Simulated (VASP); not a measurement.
Here is the system:

```
CELL_PARAMETERS angstrom
      2.28325    -3.95470     0.00000
      2.28325     3.95470     0.00000
      0.00000     0.00000     7.17355
ATOMIC_POSITIONS crystal
  Mg 0.00000 0.00000 0.00000
  Mg 0.33333 0.66667 0.63325
  Mg 0.66667 0.33333 0.36675
  Sb 0.33333 0.66667 0.22370
  Sb 0.66667 0.33333 0.77630
```

Computed with AM05 GGA, VASP's PBE PAW potentials (set 64) (plane waves; VASP 6.6.1). Run with 520 eV cut-off, Gaussian smearing of 0.050 eV, potentials Mg Sb.

Unless said otherwise, spin-orbit coupling is left out, though it shifts the bands of the heavy elements here.

Q: Predict the band gap (along the path) with the smallest direct gap where there is one.

A: 
- band gap (along the path): 0.17 eV
- smallest direct gap (along the path): 1.05 eV

The compound is Mg3Sb2 in the a-la2o3 structure. It was relaxed first.
